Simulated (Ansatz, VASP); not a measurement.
# LuNb2Br3: VASP beside Ansatz

```
CELL_PARAMETERS angstrom
6.08628 0.00000 0.00000
-3.04314 5.27087 0.00000
0.00000 0.00000 4.33248
ATOMIC_POSITIONS crystal
Lu 0.00000 0.00000 0.00000
Nb 0.66667 0.33333 0.00000
Nb 0.33333 0.66667 0.00000
Br 0.50000 0.50000 0.50000
Br 0.50000 0.00000 0.50000
Br 0.00000 0.50000 0.50000
```

Change from the starting cell: species swapped into the LaNi2Rh3 type (P6/mmm, No. 191).

Alike in both runs: functional PBE; k mesh 9 × 9 × 10; occupations gaussian, width 0.1 eV; no spin polarisation.

Ansatz relaxed the structure, and its values are those at the end. VASP's run is a single point on that final structure, the one shown.

|  | VASP | Ansatz |
| --- | --- | --- |
| version | VASP 6.6.1 | Ansatz 0.2.0 |
| potentials or method | VASP PAW PBE potentials, release 64 (Lu, Nb_sv, Br) | scalar-relativistic, plane waves, PAW |
| plane-wave cutoff (eV) | 520 | 420 |
| valence electrons in the cell | 72 | 72 |

|  | VASP | Ansatz | Ansatz less VASP |
| --- | --- | --- | --- |
| gap on the k mesh at the Fermi level (eV) | none | none | - |
| pressure (GPa) | 0.0 | 0.0 | +0.04 |

A gap of «none» marks a metal or a gap that the smearing closes.

Spin-orbit coupling is left out, which matters for the levels of Lu.
